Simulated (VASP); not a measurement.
Here is the system:

```
CELL_PARAMETERS angstrom
      1.22321    -2.11866     0.00000
      1.22321     2.11866     0.00000
      0.00000     0.00000     6.31205
ATOMIC_POSITIONS crystal
  C  0.00000 0.00000 0.25000
  C  0.00000 0.00000 0.75000
  C  0.33333 0.66667 0.25000
  C  0.66667 0.33333 0.75000
```

Calculation: r2SCAN meta-GGA, VASP's PBE PAW potentials (set 64) (plane waves; VASP 6.6.1). Settings: 620 eV cut-off, 10×10×4 Γ-centred mesh, Gaussian smearing of 0.050 eV, potentials C.

Energy and stress use the plane-wave basis of the starting cell.

Question: The ions, cell shape and volume at an external pressure of 10.0 GPa are relaxed. What does this cell relax into?

Answer: 
```
CELL_PARAMETERS angstrom
      1.21891    -2.11121     0.00000
      1.21891     2.11121     0.00000
      0.00000     0.00000     5.99492
ATOMIC_POSITIONS crystal
  C  0.00000 0.00000 0.25000
  C  0.00000 0.00000 0.75000
  C  0.33333 0.66667 0.25000
  C  0.66667 0.33333 0.75000
```
Space group P6_3/mmc (194), at a tolerance of 0.03 Å.

Question: How do energy and volume change from the first to the last step?

Answer: The energy (σ→0) changes by +21.2 meV/atom and the volume by -5.7 %, in 6 ionic steps.

```tsv
step	E(σ→0) (eV)	max force (eV/Å)	pressure (GPa)	volume (Å³)
1	-39.7204	0.000	5.05	32.72
2	-39.6399	0.000	17.37	31.53
3	-39.6968	0.000	10.09	32.21
4	-39.6810	0.000	10.06	31.75
5	-39.6484	0.000	10.14	31.07
6	-39.6357	0.000	10.18	30.85
```

The compound is C in the graphite structure. This run relaxes it under an external pressure of 10 GPa. Symmetry was kept, so distortions that lower it aren't found.
